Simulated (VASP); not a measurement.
**Which magnetic order does Cr (Chromium) take?**

Aim: compare collinear orders of Cr (Chromium). The start is a cell from a database of measured crystal structures.

Calculated with VASP 6.6.1; PBE, spin-polarised, from parallel moments; plane waves and PAW (Cr_pv), in the first sound run; inputs show where later runs differ.

This is a report of a sequence of runs, with most program output left out.

## (1) Starting point

Symmetry: Im-3m, No. 229, cubic system. The conventional cell has a = 2.884 Å, b = 2.884 Å, c = 2.884 Å, α = 90.00°, β = 90.00°, γ = 90.00°. Nearest to Cr lie 8 Cr at 2.50 Å.

## (2) Magnetic order, 1 atoms, start order ferro

Each run starts from other signs of the moments at the same geometry and cutoff; gentle mixing helps it keep them. Any wave vector in a name is a fraction of the reciprocal vectors of the first cell as typed.

INCAR reads:

```
SYSTEM = Cr
PREC = Accurate
ENCUT = 350
EDIFF = 1E-06
NELM = 150
ISMEAR = -1
SIGMA = 0.05
LREAL = .FALSE.
ALGO = Normal
GGA = PE
ISPIN = 2
MAGMOM = 2.5
LMAXMIX = 4
LORBIT = 11
LWAVE = .FALSE.
LCHARG = .TRUE.
KPAR = 4
AMIX = 0.2
BMIX = 1E-04
AMIX_MAG = 0.8
BMIX_MAG = 1E-04
```

POSCAR reads:

```
Cr
1.0
   -1.4419500000      1.4419500000      1.4419500000
    1.4419500000     -1.4419500000      1.4419500000
    1.4419500000      1.4419500000     -1.4419500000
Cr
1
Direct
    0.0000000000      0.0000000000      0.0000000000
```

KPOINTS reads:

```
Automatic mesh
0
Gamma
16 16 16
0 0 0
```

PAW data sets: Cr_pv (PBE family, release 64).

Command:

```bash
$ mpirun -np 4 vasp_std
```

Elapsed: 3.6 s, on 4 MPI ranks of Intel Xeon 6975P-C (Granite Rapids), shared host; peak memory 0.5 GiB; 12 s of CPU time.

LASPH is off, so gradient terms of the non-spherical density inside the spheres are left out; for open d or f shells this can shift gaps and moments.

This step gave:

```
electronic cycles                                 : 13
electrons                                         : 12
free energy (TOTEN)                               : -9.505 eV
energy at zero smearing                           : -9.502 eV
Fermi energy                                      : 10.42 eV
moment of the cell, from the last line of the log : 0 μB
metallic                                          : yes
```

Spin moment in the PAW sphere by atom:

```tsv
atom	spin moment in the PAW sphere (μB)
Cr1	0.0010
```

Valence density in the ac plane of the conventional cell at fractional y = 0.000, with atoms of Cr within 0.2 Å of it. It is the smooth field of the valence electrons, not physical close to the nuclei.

Ten even steps from '0' (0 e/Å³) to '9' (12 e/Å³), each cell a mean:
```
97410000000258
65310000000135
22100000000012
00000000000000
00000000000000
00000000000000
00000000000000
00000000000000
00000000000000
00000000000000
21000000000011
54200000000134
87410000000257
98520000000269
```
Columns run along a (2.9 Å), rows up along c (2.9 Å), edges of the conventional cell, whose origin can differ from the input's. Atoms in or near the plane, at fractional coordinates: Cr at (0.00, 0.00).

The largest moment at the end is 0.00 μB, and the moments of the cell sum to 0.00 μB.

## (3) Magnetic order, 2 atoms, start order antiferro q=(1/2,1/2,1/2)

This step: PBE, spin-polarised, from moments of both signs; plane waves and PAW (Cr_pv) (VASP 6.6.1).

System of this step: Cr (Chromium). Symmetry: Im-3m, No. 229, cubic system. The conventional cell has a = 2.884 Å, b = 2.884 Å, c = 2.884 Å, α = 90.00°, β = 90.00°, γ = 90.00°. Nearest to Cr lie 8 Cr at 2.50 Å.

Changes to INCAR since step 2:

```diff
@@ -11,3 +11,3 @@
 ISPIN = 2
-MAGMOM = 2.5
+MAGMOM = 2.5 -2.5
 LMAXMIX = 4
```

POSCAR reads:

```
Cr
1.0
   -2.8839000000      2.8839000000      2.8839000000
    0.0000000000      0.0000000000      2.8839000000
    0.0000000000      2.8839000000      0.0000000000
Cr
2
Direct
    0.0000000000      0.0000000000      0.0000000000
    0.5000000000      0.0000000000      0.0000000000
```

KPOINTS reads:

```
Automatic mesh
0
Gamma
8 16 16
0 0 0
```

Command:

```bash
$ mpirun -np 4 vasp_std
```

It took 10 s on 4 MPI ranks; peak memory 0.55 GiB.

The magnetic state follows from one typed start and may not be the lowest.

Numbers from this step:

| Quantity | Value |
| --- | --- |
| electronic cycles | 14 |
| electrons | 24 |
| free energy (TOTEN) | -19.05 eV |
| energy at zero smearing | -19.05 eV |
| Fermi energy | 10.41 eV |

Spin moment in the PAW sphere by atom:

```tsv
atom	spin moment in the PAW sphere (μB)
Cr1	1.21
Cr2	-1.21
```

Spin density in the ac plane at fractional y = 0.000, with atoms of Cr within 0.2 Å of it.

Values in e/Å³, 8 rows by 14 columns, each cell a mean:
```
 1.2  0.9  0.3  0.1  0.0 -0.2 -0.6 -1.1 -0.9 -0.3 -0.1  0.0  0.2  0.6
 0.3  0.5  0.3  0.1  0.0  0.0 -0.1 -0.3 -0.5 -0.3 -0.1  0.0  0.0  0.1
 0.1  0.1  0.1  0.1  0.0  0.0  0.0 -0.1 -0.1 -0.1 -0.1  0.0  0.0  0.0
 0.0  0.0  0.0  0.0  0.0  0.0  0.0  0.0  0.0  0.0  0.0  0.0  0.0  0.0
 0.0  0.0  0.0  0.0 -0.1 -0.1  0.0  0.0  0.0  0.0  0.0  0.1  0.1  0.0
 0.1  0.0  0.0  0.0 -0.1 -0.3 -0.2 -0.1  0.0  0.0  0.0  0.1  0.3  0.2
 0.5  0.2  0.0  0.0 -0.1 -0.6 -0.9 -0.5 -0.2  0.0  0.0  0.2  0.5  0.9
 1.3  0.7  0.2  0.0 -0.1 -0.5 -1.2 -1.3 -0.7 -0.1  0.0  0.1  0.5  1.2
```
Columns run along a (5.0 Å), rows up along c (2.9 Å). Atoms in or near the plane, at fractional coordinates: Cr at (0.00, 0.00), Cr at (0.50, 0.00).

Valence density in the ac plane at fractional y = 0.000, with atoms of Cr within 0.2 Å of it. It is the smooth field of the valence electrons, not physical close to the nuclei.

Values in e/Å³, 8 rows by 14 columns, each cell a mean:
```
10  8  3  1  0  1  6 10  8  3  1  0  1  5
 4  5  2  1  0  0  1  3  5  2  1  0  0  1
 1  1  1  0  0  0  0  1  1  1  0  0  0  0
 0  0  0  0  0  0  0  0  0  0  0  0  0  0
 0  0  0  0  0  1  0  0  0  0  0  0  1  0
 1  0  0  0  1  2  2  1  0  0  0  1  2  2
 5  2  0  0  1  5  8  5  2  0  0  1  5  8
11  6  1  0  1  4 10 11  6  1  0  1  4 10
```
Columns run along a (5.0 Å), rows up along c (2.9 Å). Atoms in or near the plane, at fractional coordinates: Cr at (0.00, 0.00), Cr at (0.50, 0.00).

The largest moment at the end is 1.21 μB, and the moments of the cell sum to 0.00 μB.

## (4) Magnetic order, 2 atoms, start order antiferro q=(0,0,1/2)

Changes to INCAR since step 3:

```diff
@@ -15,3 +15,3 @@
 LWAVE = .FALSE.
-LCHARG = .TRUE.
+LCHARG = .FALSE.
 KPAR = 4
```

POSCAR reads:

```
Cr
1.0
   -1.4419500000      1.4419500000      1.4419500000
    1.4419500000     -1.4419500000      1.4419500000
    2.8839000000      2.8839000000     -2.8839000000
Cr
2
Direct
    0.0000000000      0.0000000000      0.0000000000
    0.0000000000      0.0000000000      0.5000000000
```

KPOINTS reads:

```
Automatic mesh
0
Gamma
16 16 8
0 0 0
```

Command:

```bash
$ mpirun -np 4 vasp_std
```

It took 25 s on 4 MPI ranks; peak memory 0.81 GiB; 94 s of CPU time.

The largest moment at the end is 0.00 μB, and the moments of the cell sum to 0.00 μB.

## (5) Summary

This step: collinear magnetic orders, PBE; plane waves and PAW (VASP 6.6.1).

Derived from the runs above.

This step gave:

* mean moment in the lowest run: 1.212 μB

Orders, by row:

```tsv
order	signs	energy above the lowest (meV/magnetic atom)	total moment (μB)	mean moment on carriers (μB)	gap on the mesh (eV)	signs at the end, of the atoms given a moment
ferro	+	21.34	0.001786	0.001	0	0
antiferro q=(1/2,1/2,1/2)	+-	0	0	1.212	0	+-
antiferro q=(0,0,1/2)	+-	21.32	0	0.001	0	00
```

## (6) Outcome

| Property | Result |
| --- | --- |
| lowest order | antiferro q=(1/2,1/2,1/2) |
| mean moment in the lowest run | 1.21 μB |

The lowest run started as antiferro q=(1/2,1/2,1/2) and holds 1.21 μB on average over the atoms that were given a moment; the next state, from antiferro q=(0,0,1/2), lies 21.3 meV a magnetic atom higher. It ends with the signs +- and a net moment of 0.00 μB a cell: opposed moments that cancel. The starts ferro and antiferro q=(0,0,1/2) ended with other signs than typed, or lost moments. The cell was not relaxed for each state; their pressures run from -10.1 to -4.3 GPa, which can move the order. Only these collinear orders were tried, and their comparison leaves spin-orbit coupling out.

[Lines on the potential files, build, host, timing and source positions are cut from VASP's logs without a mark.]

[Logs are printed without paths, hosts, clocks, repeated set-up lines and the standing remarks that a program may print on its own settings, such as how far it seeks lower states.]

[Hosts, paths, dates, database ids (printed as entryN), source tags and the programs' standing remarks are cut or masked in the printed files.]

[Runs that stopped without an error message from VASP are left out.]
